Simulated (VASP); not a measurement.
All values below come from PBEsol GGA, VASP's PBE PAW potentials (set 64) (plane waves; VASP).

The input files of a VASP run:

POSCAR:
```
LaTe
1
   -0.0000000000     3.1950763201     3.1950763201
    3.1950763201    -0.0000000000     3.1950763201
    3.1950763201     3.1950763201     0.0000000000
La Te
1 1
Direct
  0.0000000000   0.0000000000   0.0000000000
  0.5000000000   0.5000000000   0.5000000000
```

**KPOINTS**
```
Automatic mesh
0
Gamma
9 9 9
0 0 0
```

### INCAR
```
GGA=PS
LREAL=F
NSW=60
ISMEAR=1   ! Methfessel-Paxton
LASPH=T   ! aspherical one-centre terms
LMAXMIX=6   ! l cut-off of mixed one-centre charges
ENCUT=400
LCHARG=F
EDIFFG=-0.01
EDIFF=1E-6   ! SCF stop (eV)
IBRION=2   ! conjugate gradients
SIGMA=0.1
ALGO=Normal
PREC=Accurate
LWAVE=F
SYSTEM=LaTe
NELM=100   ! most electronic steps
ISIF=3   ! ions, shape and volume
```

POTCAR, in this order: La Te (PBE.64 set). Program: vasp_std.

### Question
What will the output report for the number of irreducible k-points (NKPTS), number of bands (NBANDS), largest plane-wave count, number of space-group operations, FFT grid (NGX, NGY, NGZ)?

### Answer

```json
{
 "number of irreducible k-points (NKPTS)": "35",
 "number of bands (NBANDS)": "12",
 "largest_plane_wave_count": "1243",
 "number_of_space_group_operations": "48",
 "FFT grid (NGX, NGY, NGZ)": "30 × 30 × 30"
}
```

The structure was generated: LaTe was put into the rock salt type (Fm-3m), which need not be its known phase. It was relaxed first, which changed the volume by -37 %. The start is the result of an earlier pass. The electron count is odd and the run is not spin-polarised, which forces a metal.
